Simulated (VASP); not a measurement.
All values below come from PBEsol GGA, VASP's PBE PAW potentials (set 64) (plane waves; VASP).

VASP ran on this input.

File POSCAR:
```
FeMoO3
3.8333680
  1.0000000000   0.0000000000   0.0000000000
  0.0000000000   1.0000000000   0.0000000000
  0.0000000000   0.0000000000   1.0000000000
Fe Mo O
1 1 3
Cart
  0.0000000000   0.0000000000   0.0000000000
  0.5000000000   0.5000000000   0.5000000000
  0.0000000000   0.5000000000   0.5000000000
  0.5000000000   0.5000000000   0.0000000000
  0.5000000000   0.0000000000   0.5000000000
```

File KPOINTS:
```
Automatic mesh
0
Gamma
5 5 5
0 0 0
```

INCAR:
```
ALGO  =  Normal
EDIFF  =  1E-6
ENCUT  =  400
GGA  =  PS
ISIF  =  2
ISMEAR  =  -1
ISPIN  =  2
LASPH  =  .TRUE.
LCHARG  =  .FALSE.
LMAXMIX  =  4
LORBIT  =  11
LREAL  =  .FALSE.
LWAVE  =  .FALSE.
MAGMOM  =  4.0 0.0 0.0 0.0 0.0
NELM  =  100
PREC  =  Accurate
SIGMA  =  0.1
SYSTEM  =  FeMoO3
```

POTCAR, in this order: Fe Mo_sv O (PBE.64 set). Program: vasp_std.

At this cut-off the stress carries a Pulay error, which pulls relaxed volumes low. The moments were started parallel, and other spin orders were not tried in this run.

**Question.** Predict the energy per atom (σ→0), cell moment, pressure, band gap (on the k-mesh).

**Answer.** 
```yaml
energy per atom (σ→0): -8.330 eV/atom
cell_moment: 3.53 μB
band gap (on the k-mesh): none (metal, semimetal or under 0.01 eV)
pressure: -1.51 GPa
```

File OSZICAR:
```
...
DAV:  13    -0.417080682773E+02    0.55373E-02   -0.42779E-02  1238   0.122E+00    0.885E-01
DAV:  14    -0.417118332476E+02   -0.37650E-02   -0.16929E-02  1252   0.951E-01    0.123E-01
DAV:  15    -0.417124065325E+02   -0.57328E-03   -0.28557E-04  1126   0.122E-01    0.705E-02
DAV:  16    -0.417124509082E+02   -0.44376E-04   -0.77408E-05  1266   0.811E-02    0.217E-02
DAV:  17    -0.417124539081E+02   -0.29999E-05   -0.68889E-06   954   0.193E-02    0.130E-02
DAV:  18    -0.417124555167E+02   -0.16086E-05   -0.25015E-06   744   0.131E-02    0.474E-03
DAV:  19    -0.417124557659E+02   -0.24924E-06   -0.44357E-07   556   0.527E-03
   1 F= -.41712456E+02 E0= -.41647614E+02  d E =-.129684E+00  mag=     3.5333
```

The structure was generated: FeMoO3 was put into an ordered model structure, which need not be its known phase. The cell was not relaxed at this level. The k-mesh is coarse (spacing up to 0.33 per Å, 2π included), so the numbers may not be converged in it.
